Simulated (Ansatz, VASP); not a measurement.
**Bi (Bismuth): VASP beside Ansatz**

Wanted: the spread between two codes on one cell, functional and k mesh. The cell is taken from a series of runs on this material, whose earlier steps may have relaxed, scaled, displaced or heated it; both programs get it as it stands.

Program: Ansatz 0.2.0. Level of theory: plane waves, with VASP 6.6.1 beside it; zone-centre phonons at PBEsol. Results are calculated unless marked as measured.

## 1. Set-up

It takes space group R-3m (No. 166, trigonal). Conventional cell: a = 4.390 Å, b = 4.390 Å, c = 12.120 Å, α = 90.00°, β = 90.00°, γ = 120.00°. Bi has 3 Bi at 3.05 Å nearest.

## 2. Ansatz: zone-centre phonons, PBEsol

Ansatz runs on its PAW soft_1 files.

Second derivatives magnify differences that forces hide, and they need a tight electronic threshold.

Input file input.yaml:

```yaml
crystal:
  lattice:
    - [2.1948880635, 1.2672192143, 4.0400292894]
    - [-2.1948880635, 1.2672192143, 4.0400292894]
    - [0.0, -2.5344384286, 4.0400292894]
  atoms:
    - { symbol: Bi, position: [0.2366546644, 0.2366546644, 0.2366546644] }
    - { symbol: Bi, position: [0.7633453356, 0.7633453356, 0.7633453356] }
kpoints:
  mp_grid: { grid: [12, 12, 12] }
hamiltonian:
  xc: pbesol
  pseudopotentials: { kind: paw, azcp: { folder: soft_1 }, xc_functional: pbe }
scf:
  occupations: { method: methfessel_paxton, width: 0.2 }
output:
  eigenvalues: true
phonons:
  method: dfpt
```

Started as:

```bash
> ansatz run input.yaml --threads 4 --pin off --max-ram 10240MiB --backend cpu --events-out ev --progress --plain --runs-dir out
```

Numbers of over 12 decimals in the logs are rounded to 6 here.

What it wrote:

```text
Engine: ansatz 0.2.0, aarch64-unknown-linux-gnu
Pseudopotentials: kind: paw
Pseudopotential: Bi, paw, valence charge 15, recommended cutoff 420 eV (normal), soft_1/Bi.paw.azcp
Functional definition: PBEsol
  exchange = pbesol_x
  correlation = pbesol_c
Crystal: 2 atoms, lattice volume = 67.422 Å³
Basis set: ecut = 420 eV, 1321 PW (Γ), exchange–correlation on 64×64×64 points (8 copies of the dense FFT grid, shifted against one another)
Bands: 19, of which v1, the nominal top of the filled ones, is band 15 counted from 1 (14 counted from 0)
Symmetry: 12 space group operations
k-points: 476 of 1728 (irreducible under 2 space group operations, time reversal used)
Non-local potential: Bi, projectors of the file, l = 0: 2, l = 1: 2, l = 2: 2, l = 3: 1
PAW form: soft (Blöchl's): semilocal exchange-correlation on the pseudo side does not see the compensation charge
PAW frozen core: Bi, regenerated for the run's functional, and the local potential with it (the file was generated under x = pbe(κ = 0.804, μ = 0.219515), c = pbe(β = 0.066725))
PAW one-centre angular grid: Bi, 590 points (default); XC on 64 Gauss nodes
Initial density: superposition of atomic densities (chi_scale 0.1, normalization cell)
Initial wavefunctions: pseudopotential atomic-orbital guess
Functional: x = pbesol(κ = 0.804, μ = 0.123457), c = pbesol(β = 0.046)
SCF iter   1: F=—  HF=-24488.917804 eV  |F-HF|=—  |Δ(HF+E_count)|=         —  Δρ=1.17e-2  dr2=8.01e-2  ethr=3.10e-3  ⟨swp⟩=5.5  Hψ=43907  notcnv=0
preconditioner: auto → Kerker (q_TF=auto, 2.384 Å⁻¹)  [metal: Δε(μ)=0.045 eV  Ē_g=20.280 eV  σ=0.200 eV  W_gap=0.19  n_scr=14 (ndim 8)  ℏωp=24.8 eV  f_vac=0.000  D(μ)=0.42/eV (n_scr^D=0)]
SCF iter   2: F=—  HF=-24488.908189 eV  |F-HF|=—  |Δ(HF+E_count)|=   9.61e-3  S|Δr|=    0.00e0  Δρ=7.54e-3  dr2=3.58e-2  ethr=2.67e-4  ⟨swp⟩=1.0  Hψ=12852  notcnv=0
SCF iter   3: F=—  HF=-24488.903100 eV  |F-HF|=—  |Δ(HF+E_count)|=   5.09e-3  S|Δr|=    0.00e0  Δρ=9.36e-4  dr2=9.60e-4  ethr=1.19e-4  ⟨swp⟩=2.1  Hψ=16214  notcnv=0
SCF iter   4: F=—  HF=-24488.903022 eV  |F-HF|=—  |Δ(HF+E_count)|=   7.79e-5  S|Δr|=    0.00e0  Δρ=3.85e-4  dr2=1.31e-4  ethr=3.20e-6  ⟨swp⟩=2.0  Hψ=16193  notcnv=0
SCF iter   5: F=—  HF=-24488.903007 eV  |F-HF|=—  |Δ(HF+E_count)|=   1.59e-5  S|Δr|=    0.00e0  Δρ=1.46e-4  dr2=2.41e-5  ethr=4.36e-7  ⟨swp⟩=2.0  Hψ=15778  notcnv=0
SCF iter   6: F=—  HF=-24488.903004 eV  |F-HF|=—  |Δ(HF+E_count)|=   2.99e-6  S|Δr|=    0.00e0  Δρ=2.54e-5  dr2=7.88e-7  ethr=8.03e-8  ⟨swp⟩=3.0  Hψ=16317  notcnv=0
SCF iter   7: F=—  HF=-24488.903008 eV  |F-HF|=—  |Δ(HF+E_count)|=   3.97e-6  S|Δr|=    0.00e0  Δρ=7.20e-6  dr2=7.53e-8  ethr=2.63e-9  ⟨swp⟩=2.0  Hψ=11421  notcnv=0
SCF iter   8: F=—  HF=-24488.903008 eV  |F-HF|=—  |Δ(HF+E_count)|=  1.20e-10  S|Δr|=    0.00e0  Δρ=1.65e-6  dr2=3.43e-9  ethr=2.51e-10  ⟨swp⟩=2.2  Hψ=12425  notcnv=0
SCF iter   9: F=—  HF=-24488.903008 eV  |F-HF|=—  |Δ(HF+E_count)|=  2.91e-10  S|Δr|=    0.00e0  Δρ=4.09e-7  dr2=2.98e-10  ethr=1.14e-11  ⟨swp⟩=2.0  Hψ=11433  notcnv=0
SCF iter  10: F=—  HF=-24488.903008 eV  |F-HF|=—  |Δ(HF+E_count)|=  4.37e-11  S|Δr|=    0.00e0  Δρ=1.38e-7  dr2=2.68e-11  ethr=1.00e-12  ⟨swp⟩=2.0  Hψ=10254  notcnv=0
SCF iter  11: F=-24488.903008 eV  HF=-24488.903008 eV  |F-HF|=1.09e-11  |Δ(HF+E_count)|=  1.82e-11  S|Δr|=    0.00e0  Δρ=4.27e-8  dr2=1.54e-12  ethr=1.00e-12  ⟨swp⟩=5.3  Hψ=35141  notcnv=0
SCF 1 converged in 11 iterations: F = -24488.903008 eV  dr2 = 1.54e-12
  greatest PAW one-centre occupation: 0.988 electrons in one spin orbital (limit 2), on the Bi atom at site 1 (counted from 0), in its partial waves of l = 2
DFPT response loops at Γ: preconditioner auto → Kerker (q_TF=auto, 2.384 Å⁻¹) (partly filled bands, converged f_vac=0.000); β = 1.00, the filter's whole step (`scf.mixing.beta` (0.50) is not read by the response loops under this deck's `scf.mixing.preconditioner`; to damp them name `kerker` or `kerker_dos`, under which they read `scf.mixing.beta`, and type it under 1.00, their step now; both keys bind the ground state too); Broyden in place of MSR1
SCF converged after 11 iterations
Stability not checked: this state was not tested for a lower state beside it, because cold or Methfessel-Paxton smearing, or corrected tetrahedra, fill the levels in a way that the test cannot read (fill_not_monotonic; see scf.lower_state_search)
Free energy (F): -24488.903008 eV
Harris-Foulkes:  -24488.903008 eV  (|F-HF|=1.09e-11)
Internal energy: -24488.903751 eV  (E = F + TS)
E sigma→0 (E₀):  -24488.903193 eV
Entropy (-TS):   0.000743 eV (0.372 meV/atom)
Fermi energy:    10.279185 eV
--- Per-component energies (eV) ---
  E_band       = -203.099193
  E_kinetic    = 509.710818
  E_local      = -2649.035539  (includes V_loc(G=0)·N_el)
  E_nonlocal   = 820.690244
  E_hartree    = 984.801109
  E_xc         = -300.988249
  E_vxc        = -262.137271  (∫ρ·V_xc dr)
  E_paw        = -21019.301334  (= ΣΔE_a)
  E_vpaw       = -591.930084  (= ΣTr[D̂ρ^β])
  E_aug_tail   = 0.000415  (compensation charges beyond the density's cutoff)
  E_ewald      = -2834.960804
  E_core_change = 0.179589  (= ΣΔE_core)
  E_smearing   = 0.000743  (= −TS)
  E_closure    = 0.000000  (closes the sum)
  Σ components = -24488.903008   (vs F -24488.903008, Δ=0.00e0)
--- Band table (eV; the first three rows and the last of 476) ---
  k-point 0: bands = [... 11 lower, 2.8282, 8.1798, 9.2328, 9.2328, 13.0175, 13.2854, 13.2854, 15.5599]
  k-point 1: bands = [... 11 lower, 2.6720, 8.2424, 9.1707, 9.2195, 12.8523, 12.9710, 13.0973, 15.4548]
  k-point 2: bands = [... 11 lower, 2.2367, 8.3880, 9.0630, 9.1899, 12.0570, 12.6217, 12.6340, 15.2359]
  k-point 475: bands = [... 11 lower, -0.0436, 9.7452, 9.9385, 9.9385, 11.0672, 11.0672, 11.1240, 17.1629]
--- Phonons (Γ-DFPT): 2 representative perturbations + reference, on 476 of 1728 k-points (Σ response iterations 6) ---
  k mesh reduced under 2 symmetry operations, with k and −k counted as one. Each operation leaves every solved perturbation unchanged. A smaller set is not used because it would not reduce the number of displacements times k-points to solve
  ASR residual: 1.010e-5 → 0.000e0 eV/Å²; symmetrization residual: 2.895e-5 eV/Å²
  ASR residual per site (eV/Å²): 1.01e-5 1.01e-5
  Γ frequencies (cm⁻¹): 0.00 0.00 0.00 77.66 77.66 95.43
  non-analytic LO–TO correction: not included (Born effective charges unavailable; polar crystals: no LO–TO splitting at Γ)
```

## 3. VASP: zone-centre phonons, PBEsol

The same cell, functional, mesh and smearing now go to VASP, with its own data sets.

Lines of VASP's logs that name or quote its potential files are left out, and so is its time.

Input file INCAR:

```
SYSTEM = Bi
PREC = Accurate
ENCUT = 500
EDIFF = 1E-08
NELM = 120
ISMEAR = 1
SIGMA = 0.2
LREAL = .FALSE.
ALGO = Normal
GGA = PS
NBANDS = 21
LORBIT = 11
LWAVE = .FALSE.
LCHARG = .FALSE.
ISIF = 2
IBRION = 8
LASPH = .TRUE.
GGA_COMPAT = .FALSE.
KPAR = 2
```

Input file POSCAR:

```
Bi
1.0
    2.1948880635      1.2672192143      4.0400292894
   -2.1948880635      1.2672192143      4.0400292894
    0.0000000000     -2.5344384286      4.0400292894
Bi
2
Direct
    0.2366546644      0.2366546644      0.2366546644
    0.7633453356      0.7633453356      0.7633453356
```

Input file KPOINTS:

```
Automatic mesh
0
Gamma
12 12 12
0 0 0
```

The projector-augmented-wave data sets are Bi_d (PBE family, release 64).

Started as:

```bash
> mpirun -np 2 vasp_std
```

What it wrote:

```text
[banner, memory and clock lines left out]
running    2 mpi-ranks, on    1 nodes
 distrk:  each k-point on    1 cores,    2 groups
 distr:  one band on    1 cores,    1 groups

 POSCAR found type information on POSCAR Bi
 POSCAR found :  1 types and       2 ions
|                                                                             |
|               ----> ADVICE to this user running VASP <----                  |
|                                                                             |
|     You enforced a specific xc type in the INCAR file but a different       |
|     [... a line on the potential file left out ...]
|     I HOPE YOU KNOW WHAT YOU ARE DOING!                                     |
|                                                                             |

 LDA part: xc-table for (Slater+PW92), standard interpolation
 POSCAR, INCAR and KPOINTS ok, starting setup
 FFT: planning ... GRIDC
 FFT: planning ... GRID_SOFT
 FFT: planning ... GRID
 WAVECAR not read
 entering main loop
       N       E                     dE             d eps       ncg     rms          rms(c)
DAV:   1     0.299915341356E+03    0.29992E+03   -0.16074E+04  7959   0.169E+03
DAV:   2     0.162585032785E+02   -0.28366E+03   -0.27716E+03  8013   0.438E+02
DAV:   3    -0.773274527934E+01   -0.23991E+02   -0.23646E+02  9427   0.145E+02
DAV:   4    -0.855821519477E+01   -0.82547E+00   -0.82491E+00  9600   0.294E+01
DAV:   5    -0.859517146056E+01   -0.36956E-01   -0.36955E-01 11306   0.556E+00    0.110E+00
DAV:   6    -0.858194041427E+01    0.13231E-01   -0.20915E-02 10395   0.165E+00    0.642E-01
DAV:   7    -0.857650782426E+01    0.54326E-02   -0.14950E-02 10080   0.140E+00    0.119E-01
DAV:   8    -0.857649521954E+01    0.12605E-04   -0.17587E-03  9099   0.505E-01    0.178E-02
DAV:   9    -0.857650395364E+01   -0.87341E-05   -0.78115E-05 11785   0.757E-02    0.101E-02
DAV:  10    -0.857650271237E+01    0.12413E-05   -0.46451E-06 10731   0.165E-02    0.199E-03
DAV:  11    -0.857650287109E+01   -0.15872E-06   -0.31396E-07  9682   0.376E-03    0.809E-04
DAV:  12    -0.857650279767E+01    0.73417E-07   -0.69908E-08  7992   0.180E-03    0.196E-04
DAV:  13    -0.857650279500E+01    0.26739E-08   -0.94562E-09  6175   0.930E-04
   1 F= -.85765028E+01 E0= -.85767528E+01  d E =0.750033E-03
 Linear response reoptimize wavefunctions to high precision
DAV:   1    -0.857650280746E+01   -0.12465E-07   -0.16320E-09  5902   0.413E-04
DAV:   2    -0.857650280750E+01   -0.37289E-10   -0.38537E-10  5099   0.230E-04
 Linear response DOF=           2
 Linear response progress:
  Degree of freedom:   1/  2
       N       E                     dE             d eps       ncg     rms          rms(c)
RMM:   1    -0.327704408878E+00   -0.32770E+00    0.24556E-01 48337   0.848E+00
RMM:   2    -0.336261959180E+00   -0.85576E-02   -0.20513E-02 62373   0.119E+00    0.426E-02
RMM:   3    -0.336482215395E+00   -0.22026E-03   -0.16898E-03 66684   0.332E-01    0.245E-02
RMM:   4    -0.336366916249E+00    0.11530E-03   -0.13956E-04 68824   0.103E-01    0.561E-03
RMM:   5    -0.336376051999E+00   -0.91357E-05   -0.17603E-05 65030   0.330E-02    0.246E-03
RMM:   6    -0.336385115087E+00   -0.90631E-05   -0.39201E-06 67561   0.148E-02    0.963E-04
RMM:   7    -0.336385080148E+00    0.34939E-07   -0.62023E-07 66939   0.473E-03    0.359E-04
RMM:   8    -0.336380481407E+00    0.45987E-05   -0.78428E-07 69844   0.169E-03    0.980E-05
RMM:   9    -0.336378857117E+00    0.16243E-05    0.42008E-08 69242   0.720E-04    0.284E-05
RMM:  10    -0.336378694370E+00    0.16275E-06    0.34190E-09 72068   0.343E-04    0.118E-05
RMM:  11    -0.336378684409E+00    0.99606E-08    0.11486E-07 72779   0.198E-04    0.977E-06
RMM:  12    -0.336378430969E+00    0.25344E-06    0.81236E-08 68899   0.133E-04    0.206E-06
RMM:  13    -0.336378438092E+00   -0.71225E-08    0.14733E-08 72583   0.946E-05    0.213E-06
 first order change of Fermi-energy  -0.14169E-04
 force on displaced ion       1 direction 1 :  -2.327  -0.000   0.000
 Linear response progress:
  Degree of freedom:   2/  2
       N       E                     dE             d eps       ncg     rms          rms(c)
RMM:   1    -0.331158814086E+00   -0.33116E+00    0.22733E-01 10524   0.840E+00
RMM:   2    -0.339710405225E+00   -0.85516E-02   -0.20006E-02 13593   0.118E+00    0.444E-02
RMM:   3    -0.339853644688E+00   -0.14324E-03   -0.16000E-03 14562   0.327E-01    0.251E-02
RMM:   4    -0.339700134829E+00    0.15351E-03   -0.14202E-04 14798   0.108E-01    0.627E-03
RMM:   5    -0.339707803569E+00   -0.76687E-05   -0.18090E-05 14945   0.334E-02    0.325E-03
RMM:   6    -0.339715525289E+00   -0.77217E-05   -0.31817E-06 13401   0.154E-02    0.941E-04
RMM:   7    -0.339714804729E+00    0.72056E-06   -0.48321E-07 14712   0.553E-03    0.613E-04
RMM:   8    -0.339711352729E+00    0.34520E-05   -0.60977E-08 12856   0.202E-03    0.101E-04
RMM:   9    -0.339710591030E+00    0.76170E-06   -0.10410E-08 15297   0.951E-04    0.616E-05
RMM:  10    -0.339710262870E+00    0.32816E-06   -0.28089E-08 14965   0.386E-04    0.355E-05
RMM:  11    -0.339710017961E+00    0.24491E-06   -0.19354E-08 14538   0.220E-04    0.915E-06
RMM:  12    -0.339710040809E+00   -0.22849E-07   -0.15338E-08 15438   0.144E-04    0.311E-06
RMM:  13    -0.339710053558E+00   -0.12749E-07   -0.42654E-09 15445   0.105E-04    0.135E-06
RMM:  14    -0.339710041512E+00    0.12047E-07   -0.66978E-09 16240   0.878E-05    0.788E-07
RMM:  15    -0.339710028338E+00    0.13173E-07   -0.24728E-09 15476   0.813E-05    0.307E-07
RMM:  16    -0.339710029504E+00   -0.11659E-08   -0.31031E-09 12853   0.788E-05    0.153E-07
 first order change of Fermi-energy  -0.68556E+00
 force on displaced ion       1 direction 3 :   0.000  -0.000  -3.538
 Linear response finished
```

Parts of OUTCAR (step 3):

```text
ion  position               nearest neighbor table
   1  0.237  0.237  0.237-   2 3.05   2 3.05   2 3.05   2 3.45   2 3.45   2 3.45
   2  0.763  0.763  0.763-   1 3.05   1 3.05   1 3.05   1 3.45   1 3.45   1 3.45

  LATTYP: Found a trigonal (rhomboedric) cell.
 ALAT       =     4.7691943562
 COS(alpha) =     0.5763914606

 Subroutine GETGRP returns: Found 12 space group operations
 (whereof 12 operations were pure point group operations)

The static configuration has the point symmetry D_3d.

 Found    189 irreducible k-points:

   k-points           NKPTS =    189   k-points in BZ     NKDIM =    189   number of bands    NBANDS=     21

   dimension x,y,z NGX =    36 NGY =   36 NGZ =   36
   dimension x,y,z NGXF=    72 NGYF=   72 NGZF=   72

   ENCUT  =  500.0 eV  36.75 Ry    6.06 a.u.   8.70  8.70  8.70*2*pi/ulx,y,z

   NELECT =      30.0000    total number of electrons

 k-points in reciprocal lattice and weights: Automatic mesh
   0.00000000  0.00000000  0.00000000       0.001
   0.08333333 -0.00000000 -0.00000000       0.003
   0.16666667 -0.00000000 -0.00000000       0.003
   0.25000000  0.00000000  0.00000000       0.003
   0.33333333 -0.00000000 -0.00000000       0.003
   0.41666667  0.00000000  0.00000000       0.003
   0.50000000  0.00000000  0.00000000       0.002
   0.08333333  0.08333333 -0.00000000       0.003
   0.16666667  0.08333333  0.00000000       0.007
[...]
-0.41666667  0.50000000  0.41666667       0.003
   0.50000000  0.50000000  0.50000000       0.001

 average (electrostatic) potential at core
       1-103.8859       2-103.8859

  Total        0.8421076      0.8421076     -0.0254591     -0.0000000     -0.0000000      0.0000000
  in kB       20.0114363     20.0114363     -0.6049979     -0.0000000     -0.0000000      0.0000000
  external PRESSURE =      13.1392916 kB  Pullay stress =       0.0000000 kB

  energy-cutoff  :      500.00
  volume of cell :       67.42
      direct lattice vectors                 reciprocal lattice vectors
     2.194888064  1.267219214  4.040029289     0.227802050  0.131521575  0.082507653
    -2.194888064  1.267219214  4.040029289    -0.227802050  0.131521575  0.082507653
     0.000000000 -2.534438429  4.040029289     0.000000000 -0.263043150  0.082507653

 POSITION                                       TOTAL-FORCE (eV/Angst)
 -----------------------------------------------------------------------------------
      0.00000      0.00000      2.86828         0.000000      0.000000      0.001683
      0.00000      0.00000      9.25181         0.000000      0.000000     -0.001683
 -----------------------------------------------------------------------------------
    total drift:                               -0.000000     -0.000000      0.000000

 Eigenvectors and eigenvalues of the dynamical matrix
 ----------------------------------------------------

   1 f  =    2.876710 THz    18.074904 2PiTHz   95.956726 cm-1    11.897112 meV
             X         Y         Z           dx          dy          dz
      0.000000  0.000000  2.868275    -0.000000    0.000000    0.707107
      0.000000  0.000000  9.251813     0.000000    0.000000   -0.707107

   2 f  =    2.332693 THz    14.656745 2PiTHz   77.810277 cm-1     9.647240 meV
             X         Y         Z           dx          dy          dz
      0.000000  0.000000  2.868275     0.707107   -0.000042    0.000000
      0.000000  0.000000  9.251813    -0.707107    0.000042    0.000000

   3 f  =    2.332693 THz    14.656745 2PiTHz   77.810277 cm-1     9.647240 meV
             X         Y         Z           dx          dy          dz
      0.000000  0.000000  2.868275     0.000042    0.707107    0.000000
      0.000000  0.000000  9.251813    -0.000042   -0.707107    0.000000

   4 f  =    0.000000 THz     0.000000 2PiTHz    0.000001 cm-1     0.000000 meV
             X         Y         Z           dx          dy          dz
      0.000000  0.000000  2.868275     0.277152    0.643640   -0.094416
      0.000000  0.000000  9.251813     0.277152    0.643640   -0.094416

   5 f/i=    0.000000 THz     0.000000 2PiTHz    0.000001 cm-1     0.000000 meV
             X         Y         Z           dx          dy          dz
      0.000000  0.000000  2.868275     0.650497   -0.275211    0.033360
      0.000000  0.000000  9.251813     0.650497   -0.275211    0.033360

   6 f/i=    0.000000 THz     0.000000 2PiTHz    0.000001 cm-1     0.000000 meV
             X         Y         Z           dx          dy          dz
      0.000000  0.000000  2.868275     0.006382    0.099933    0.699980
      0.000000  0.000000  9.251813     0.006382    0.099933    0.699980

 ELASTIC MODULI CONTR FROM IONIC RELAXATION (kBar)
 Direction    XX          YY          ZZ          XY          YZ          ZX
 --------------------------------------------------------------------------------
 XX        -264.1915    -52.4633   -188.7528     -0.0000    183.9436      0.0000
 YY         -52.4633   -264.1915   -188.7528      0.0000   -183.9436     -0.0000
 ZZ        -188.7528   -188.7528   -225.0250      0.0000      0.0000     -0.0000
 XY          -0.0000      0.0000      0.0000   -105.8641      0.0000    182.3422
 YZ         183.9436   -183.9436      0.0000      0.0000   -319.6101     -0.0000
 ZX           0.0000     -0.0000     -0.0000    182.3422     -0.0000   -314.0694
 --------------------------------------------------------------------------------
```

## 4. Comparison

Known differences besides the potentials themselves: the cutoff is 420 eV in Ansatz and 500 eV in VASP; Ansatz makes its cores anew for this functional, VASP keeps those of its PBE data sets. Total energies have different zeros and are not compared.

The two programs side by side:

```tsv
quantity	Ansatz	VASP	difference
optical mode 1 to 2 (cm⁻¹)	77.7	77.8	-0.19 %
optical mode 3 (cm⁻¹)	95.4	96.0	-0.55 %
```

Modes are paired by rising frequency, not by their patterns, so a pair may set unlike modes beside each other; they are those without the splitting of longitudinal modes.

## 5. Summary of results

```json
{"r.m.s. difference of the optical zone-centre modes, each program's sorted by frequency (zone-centre phonons, PBEsol)": "0.33 cm⁻¹", "difference in optical mode 3 (zone-centre phonons, PBEsol)": "-0.5 %"}
```

In words: The r.m.s. difference of the optical zone-centre modes, each program's sorted by frequency is 0.33 cm⁻¹ (zone-centre phonons, PBEsol). Among the rows given in per cent, the largest difference of the zone-centre phonons, PBEsol pair is in optical mode 3, -0.5 %. How closely two codes agree says nothing of how well the functional describes the real material.

[Lines on the potential files, build, host, timing and source positions are cut from VASP's logs without a mark.]

[Logs are printed without paths, hosts, clocks, repeated set-up lines and the standing remarks that a program may print on its own settings, such as how far it seeks lower states.]

[Hosts, paths, dates, database ids (printed as entryN), source tags and the programs' standing remarks are cut or masked in the printed files.]
